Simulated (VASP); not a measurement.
# AlN (P6_3mc) in VASP: electric field gradients with PBE

Aim: the electric field gradients of AlN with PBE.

Program: VASP 6.6.1. These are calculated values, not measurements. Logs are shortened: lines on timing, memory, paths and dates and some standing lists are left out, and cuts for length are marked.

**Measured values to compare with.**

“Self-assembly of well-separated AlN nanowires directly on sputtered metallic TiN films”, 2019, arxiv:1910.07391 quotes, for a bulk crystal of AlN at 10 K: band gap 6.034 eV (an exciton energy, a little under the gap).

The results are compared with them further down.

## 1. The crystal as given

Symmetry: P6_3mc, No. 186, hexagonal system. The conventional cell has a = 3.111 Å, b = 3.111 Å, c = 4.978 Å, α = 90.00°, β = 90.00°, γ = 120.00°. Al (site symmetry 3m) is surrounded by 4 N at 1.89 to 1.92 Å. N (site symmetry 3m) has 4 Al at 1.89 to 1.92 Å as nearest neighbours.

## 2. Electric field gradients, PBE

The input, INCAR:

```
PREC = Accurate
ENCUT = 520
EDIFF = 1E-8
ISMEAR = -1
SIGMA = 0.03
LREAL = F
LASPH = T
NELM = 100
ALGO = Fast
ISIF = 2
LWAVE = F
LCHARG = F
GGA = PE
LEFG = T
NBANDS = 16
```

The input, KPOINTS:

```
Automatic mesh
0
Gamma
  10 10 6
```

The input, POSCAR:

```
AlN
1.0
    3.1110021516      0.0000000000      0.0000000000
   -1.5555010758      2.6942068945      0.0000000000
    0.0000000000      0.0000000000      4.9780000000
Al N
2 2
Direct
    0.3333333333      0.6666666667      0.0000000000
    0.6666666667      0.3333333333      0.5000000000
    0.3333333333      0.6666666667      0.3850000000
    0.6666666667      0.3333333333      0.8850000000
```

Potentials or basis: VASP PAW PBE potentials, release 64 (Al, N).

Launch:

```
> cat potpaw_PBE.64/Al/POTCAR potpaw_PBE.64/N/POTCAR > POTCAR
> mpirun -np 1 vasp_std > vasp.out
```

OUTCAR:

```text
PREC = Accurate
   ENCUT = 520
   EDIFF = 1E-8
   ISMEAR = -1
   LREAL = F
   LASPH = T
   NELM = 100
   ISIF = 2
   GGA = PE

 ion  position               nearest neighbor table
   1  0.333  0.667  0.000-   4 1.89   4 1.89   4 1.89   3 1.92   2 3.07   2 3.07   2 3.07   2 3.07
                             2 3.07   2 3.07
   2  0.667  0.333  0.500-   3 1.89   3 1.89   3 1.89   4 1.92   1 3.07   1 3.07   1 3.07   1 3.07
                             1 3.07   1 3.07
   3  0.333  0.667  0.385-   2 1.89   2 1.89   2 1.89   1 1.92
   4  0.667  0.333  0.885-   1 1.89   1 1.89   1 1.89   2 1.92

  LATTYP: Found a hexagonal cell.
 ALAT       =     3.1110021516
 C/A-ratio  =     1.6001274694

  Lattice vectors:

 A1 = (   3.1110021516,   0.0000000000,   0.0000000000)
 A2 = (  -1.5555010758,   2.6942068945,   0.0000000000)
 A3 = (   0.0000000000,   0.0000000000,   4.9780000000)

Analysis of symmetry for initial positions (statically):
=====================================================================
 Subroutine PRICEL returns:
 Original cell was already a primitive cell.

 Routine SETGRP: Setting up the symmetry group for a
 hexagonal supercell.

 Subroutine GETGRP returns: Found 12 space group operations
 (whereof  6 operations were pure point group operations)
 out of a pool of 24 trial point group operations.

The static configuration has the point symmetry C_3v.
 The point group associated with its full space group is C_6v.

Analysis of symmetry for dynamics (positions and initial velocities):
=====================================================================
 Subroutine PRICEL returns:
 Original cell was already a primitive cell.

 Routine SETGRP: Setting up the symmetry group for a
 hexagonal supercell.

 Subroutine GETGRP returns: Found 12 space group operations
 (whereof  6 operations were pure point group operations)
 out of a pool of 24 trial point group operations.

The dynamic configuration has the point symmetry C_3v.
 The point group associated with its full space group is C_6v.

 Subroutine INISYM returns: Found 12 space group operations
 (whereof  6 operations are pure point group operations),
 and found     1 'primitive' translations

[... 142 lines left out ...]
  ext. energy  EPLUGINS =         0.00000000
  ---------------------------------------------------
  free energy    TOTEN  =       -29.76799555 eV

  energy without entropy =      -29.76799555  energy(sigma->0) =      -29.76799555

 E-fermi :   6.7618     XC(G=0): -10.9151

 val. band max:        6.2199236957   @ k =   0.0000   0.0000   0.0000
 cond. band min:      10.3845297679   @ k =   0.0000   0.0000   0.0000
 fundamental gap:      4.1646060722
 Fermi energy:         6.7617699910

 k-point     1 :       0.0000    0.0000    0.0000
  band No.  band energies     occupation
      1      -9.0309      2.00000
      2      -6.8806      2.00000
      3       0.1864      2.00000
      4       5.2729      2.00000
      5       5.2729      2.00000
      6       5.9256      2.00000
[... 433 lines left out ...]
      3       0.7441      2.00000
      4       1.7551      2.00000
      5       3.1112      2.00000
      6       3.8590      2.00000
[... 8 lines left out ...]
     15      18.7555      0.00000
     16      21.0883      0.00000

 [... further k-points ...]
[... 5 lines left out ...]
  --------------------------------------------------------------------------------------
  -------------------------------------------------------------------------------------
  Total        1.1403523      1.1403523      0.6710331      0.0000000      0.0000000     -0.0000000
  in kB       43.7888453     43.7888453     25.7672671      0.0000000      0.0000000     -0.0000000
  external PRESSURE =      37.7816525 kB  Pullay stress =       0.0000000 kB

 VOLUME and BASIS-vectors are now :
 -----------------------------------------------------------------------------
  energy-cutoff  :      520.00
  volume of cell :       41.72
      direct lattice vectors                 reciprocal lattice vectors
     3.111002152  0.000000000  0.000000000     0.321439829  0.185583372  0.000000000
    -1.555501076  2.694206895  0.000000000     0.000000000  0.371166744  0.000000000
     0.000000000  0.000000000  4.978000000     0.000000000  0.000000000  0.200883889

 POSITION                                       TOTAL-FORCE (eV/Angst)
 -----------------------------------------------------------------------------------
     -0.00000      1.79614      0.00000        -0.000000     -0.000000      0.181416
      1.55550      0.89807      2.48900         0.000000      0.000000      0.181416
     -0.00000      1.79614      1.91653        -0.000000      0.000000     -0.181416
      1.55550      0.89807      4.40553         0.000000     -0.000000     -0.181416
 -----------------------------------------------------------------------------------
    total drift:                               -0.000000      0.000000      0.000605

  FREE ENERGIE OF THE ION-ELECTRON SYSTEM (eV)
  ---------------------------------------------------
  free  energy   TOTEN  =       -29.7679955471 eV

  energy  without entropy=      -29.7679955471  energy(sigma->0) =      -29.76799555

 Electric field gradients (V/A^2)
---------------------------------------------------------------------
 ion       V_xx      V_yy      V_zz      V_xy      V_xz      V_yz
---------------------------------------------------------------------
   1      -4.296    -4.296     8.592     0.000     0.000    -0.000
   2      -4.296    -4.296     8.592     0.000    -0.000     0.000
   3      -0.307    -0.307     0.614    -0.000     0.000    -0.000
   4      -0.307    -0.307     0.614    -0.000    -0.000     0.000
---------------------------------------------------------------------

 Electric field gradients after diagonalization (V/A^2)
 (convention: |V_zz| > |V_xx| > |V_yy|)
----------------------------------------------------------------------
 ion       V_xx      V_yy      V_zz     asymmetry (V_yy - V_xx)/ V_zz
----------------------------------------------------------------------
   1      -4.296    -4.296     8.592       0.000
   2      -4.296    -4.296     8.592       0.000
   3      -0.307    -0.307     0.614       0.001
   4      -0.307    -0.307     0.614       0.001
----------------------------------------------------------------------

           NMR quadrupolar parameters

 Cq : quadrupolar parameter    Cq=e*Q*V_zz/h
 eta: asymmetry parameters     (V_yy - V_xx)/ V_zz
 Q  : nuclear electric quadrupole moment in mb (millibarn)
----------------------------------------------------------------------
 ion       Cq(MHz)       eta       Q (mb)
----------------------------------------------------------------------
   1       0.021       0.000       1.000
   2       0.021       0.000       1.000
   3       0.001       0.001       1.000
   4       0.001       0.001       1.000
----------------------------------------------------------------------
```

OSZICAR:

```text
N       E                     dE             d eps       ncg     rms          rms(c)
DAV:   1     0.434776065459E+02    0.43478E+02   -0.73386E+03  1792   0.894E+02
DAV:   2    -0.309166825323E+02   -0.74394E+02   -0.68292E+02  2472   0.189E+02
DAV:   3    -0.344972507609E+02   -0.35806E+01   -0.35700E+01  2344   0.434E+01
[... 13 lines left out ...]
RMM:  17    -0.297679955943E+02    0.30425E-07   -0.42884E-08  2003   0.147E-03    0.113E-03
RMM:  18    -0.297679955837E+02    0.10555E-07   -0.81847E-09  1329   0.679E-04    0.772E-04
RMM:  19    -0.297679955321E+02    0.51577E-07   -0.38836E-08  1743   0.112E-03    0.288E-04
RMM:  20    -0.297679955443E+02   -0.12134E-07   -0.25894E-09  1169   0.513E-04    0.122E-04
RMM:  21    -0.297679955471E+02   -0.28435E-08   -0.12344E-09  1099   0.205E-04
   1 F= -.29767996E+02 E0= -.29767996E+02  d E =-.533403E-10
```

stdout:

```text
POSCAR found type information on POSCAR AlN
 POSCAR found :  2 types and       4 ions
 scaLAPACK will be used
 LDA part: xc-table for (Slater+PW92), standard interpolation
 POSCAR, INCAR and KPOINTS ok, starting setup
 FFT: planning ... GRIDC
 FFT: planning ... GRID_SOFT
 FFT: planning ... GRID
 WAVECAR not read
 entering main loop
WARNING in EDDRMM: call to ZHEGV failed, returncode =   8  4     16
ion   1

ion   2

ion   3

ion   4
```

Wall time 30 s (1 thread of Intel Xeon Platinum 8488C (Sapphire Rapids), shared host); peak memory 0.16 GiB.

What came out:

```yaml
Free_energy: -29.7680 eV
Pressure: 3.8 GPa
Largest_force: 0.181 eV/Å
Band_gap_on_the_k_mesh: 4.16 eV, direct
```

Forces in eV/Å, atoms in the order of the input:
```
Al   0.000  0.000  0.181
Al   0.000  0.000  0.181
N    0.000  0.000 -0.181
N    0.000  0.000 -0.181
```

Levels at points of the mesh, in eV from the valence-band top:
```csv
k point,band 6,band 7,band 8,band 9,band 10,band 11
"(0.00, 0.00, 0.00)",-0.29,-0.29,0.00,4.16,6.62,10.61
"(0.50, 0.00, 0.00)",-2.17,-1.80,-0.77,5.77,5.79,8.13
"(0.00, 0.00, 0.50)",-0.63,-0.63,-0.63,6.44,6.44,10.28
"(0.50, 0.00, 0.50)",-1.54,-1.39,-1.39,5.27,5.27,9.18
```

Electric field gradients, principal values (V/Å²):
```csv
atom,Vxx,Vyy,Vzz
1 Al,-4.296,-4.296,8.592
2 Al,-4.296,-4.296,8.592
3 N,-0.307,-0.307,0.614
4 N,-0.307,-0.307,0.614
```

## 3. How close it comes

Step 2. Measured gap of AlN: 6.034 eV (an exciton energy, a little under the gap; 10 K; quoted in “Self-assembly of well-separated AlN nanowires directly on sputtered metallic TiN films”, 2019, arxiv:1910.07391). This calculation gives 4.16 eV (-1.87 eV). 2 values of this kind are on record (6.034 to 6.0343 eV); this one was drawn at random. The value is that of PBE, without temperature or zero-point motion. Semilocal functionals fall short of measured gaps as a rule.
